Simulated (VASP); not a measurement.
VASP runs on Ga2MnS4 (space group I-4) share one base input (LDA (Ceperley-Alder, Perdew-Zunger), plane waves, VASP's LDA PAW potentials (set 64)) and change the settings named in each case.

### INCAR
```
ALGO=Normal
EDIFF=1E-6
ENCUT=300
ISIF=2
ISMEAR=-1
ISPIN=2
LASPH=T
LCHARG=F
LMAXMIX=4
LORBIT=11
LREAL=F
LWAVE=F
NELM=100
PREC=Accurate
SIGMA=0.01
SYSTEM=Mn(GaS2)2
```

### KPOINTS
```
Regular mesh
0
G
 3 3 3
```

### POSCAR
```
Mn(GaS2)2
1
   -2.7263550000     2.7263550000     5.1436300000
    2.7263550000    -2.7263550000     5.1436300000
    2.7263550000     2.7263550000    -5.1436300000
Mn Ga S
1 2 4
Direct
  0.2500000000   0.7500000000   0.5000000000
  0.7500000000   0.2500000000   0.5000000000
  0.5000000000   0.5000000000   0.0000000000
  0.3792300000   0.8791800000   0.0205100000
  0.1208200000   0.1413300000   0.5000500000
  0.8586700000   0.3587200000   0.9794900000
  0.6412800000   0.6207700000   0.4999500000
```

POTCAR, in this order: Mn_pv Ga_d S (LDA.64 set). Program: vasp_std. The INCAR's line for the spin-polarised start is left out here.

```tsv
change	E(σ→0) (eV/atom)	pressure (GPa)	largest force (eV/Å)
base run	-5.6836	-3.91	0.344
GGA = PS, POTCAR Mn_pv Ga_d S (PBE.64 set)	-5.4805	…	…
GGA_COMPAT = .FALSE., ISPIN removed, ISYM = 0, LNONCOLLINEAR = .TRUE., LSORBIT = .TRUE., another spin-polarised start, program vasp_ncl	-5.6879	-3.91	0.344
KPOINTS 7×7×7 Γ-centred mesh	-5.6843	-3.91	0.347
LDAU = .TRUE., LDAUJ = 0 0 0, LDAUL = 2 -1 -1, LDAUTYPE = 2, LDAUU = 7.0 0 0	-5.3764	-1.58	0.368
```

Question: What belongs in the gaps?

Answer: 
- GGA = PS, POTCAR Mn_pv Ga_d S (PBE.64 set), pressure (GPa): -1.68
- GGA = PS, POTCAR Mn_pv Ga_d S (PBE.64 set), largest force (eV/Å): 0.240

Energies of different potentials or functionals have different zeros.  The run has a spin-polarised start. At 300 eV the pressure can carry a Pulay error.

Left out are runs that ran out of time, are held back, or changed the cell or the kind of run, fixed moments of cells without a moment, rows past the twelfth, gaps on odd meshes, pressures of charged cells and columns that move by less than the noise.

The structure comes from a computed database's Ga2MnS4 entry (I-4); how it stands against other phases isn't given here. The cell was not relaxed at this level, forces remain on its atoms.
